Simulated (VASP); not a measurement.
```
CELL_PARAMETERS angstrom
     -1.90881     1.90881     4.27018
      1.90881    -1.90881     4.27018
      1.90881     1.90881    -4.27018
ATOMIC_POSITIONS crystal
  Ti 0.00000 0.00000 0.00000
  Al 0.50000 0.50000 0.00000
  Al 0.75000 0.25000 0.50000
  Al 0.25000 0.75000 0.50000
```

Computed with PBEsol GGA, VASP's PBE PAW potentials (set 64) (plane waves; VASP). Settings: 400 eV cut-off, 10×10×10 Γ-centred mesh, first-order Methfessel-Paxton smearing of 0.10 eV, potentials Ti_sv Al.

Q: What does the run give for the energy per atom (σ→0), band gap (on the k-mesh) with the smallest direct gap where there is one?

A: 
The band gap (on the k-mesh) is none (metal, semimetal or under 0.01 eV). The energy per atom (σ→0) is -5.556 eV/atom.

Total energies compare only between runs with the same potentials, cut-off and functional.

The compound is TiAl3 in the sg139 structure. It was relaxed first. The start is the result of an earlier pass. The electron count is odd and the run is not spin-polarised, which forces a metal.
